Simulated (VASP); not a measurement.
Set up this calculation in VASP 6.6.1, as the native input.

* Task: relaxation of the atoms
* Functional: PBE
* Potentials or basis: VASP PAW PBE potentials, release 64 (Cl, Si, H)
* Cutoff: 520 eV
* k mesh: 1 × 1 × 1
* Occupations: gaussian, width 0.01 eV
* Spin: no spin polarisation
* Further INCAR settings: ALGO = Normal; EDIFF = 1e-06; IBRION = 2; EDIFFG = -0.01; NSW = 60

The structure of Cl3Si2H3 lies in POSCAR:

```
Si2H3Cl3
1.0
   12.0000000000      0.0000000000      0.0000000000
    0.0000000000     13.0000000000      0.0000000000
    0.0000000000      0.0000000000     15.0000000000
Cl Si H
3 2 3
Direct
    0.4672840000      0.5201200000      0.6765370000
    0.3838460000      0.3568290000      0.4442060000
    0.5596540000      0.5062480000      0.3294890000
    0.4975660000      0.5795280000      0.5509800000
    0.5269470000      0.4430550000      0.4508990000
    0.5985680000      0.6473830000      0.5568890000
    0.4006940000      0.6414770000      0.5237970000
    0.6184960000      0.3746500000      0.4749150000
```

The cell isn't the ideal one: atoms moved at random, drawn with an rms of 0.02 Å.

These files were run (other wordings do the same):

INCAR

```
ALGO = Normal ; EDIFF = 1E-6
EDIFFG = -0.01 ; ENCUT = 520
GGA = PE ; IBRION = 2
ISIF = 2 ; ISMEAR = 0
LASPH = True ; LCHARG = False
LREAL = False ; LWAVE = False
NELM = 80 ; NSW = 60
PREC = Accurate ; SIGMA = 0.01
```

KPOINTS

```
k-points
0
Gamma
  1 1 1
```

Potentials or basis: VASP PAW PBE potentials, release 64 (Cl, Si, H).

Launch:

```console
$ cat potpaw_PBE.64/Cl/POTCAR potpaw_PBE.64/Si/POTCAR potpaw_PBE.64/H/POTCAR > POTCAR
$ mpirun -np 1 vasp_gam > vasp.out
```

It gave:

```yaml
Energy_gained_by_relaxing: 2.6 meV/atom
Ionic_steps: 14
Largest_force_after_relaxing: 0.007 eV/Å
Gap_between_the_frontier_levels: 5.00 eV
```

It took 20 min on 1 thread of Intel(R) Xeon(R) Platinum 8488C (Sapphire Rapids), on a shared host, peak memory 1.8 GiB.
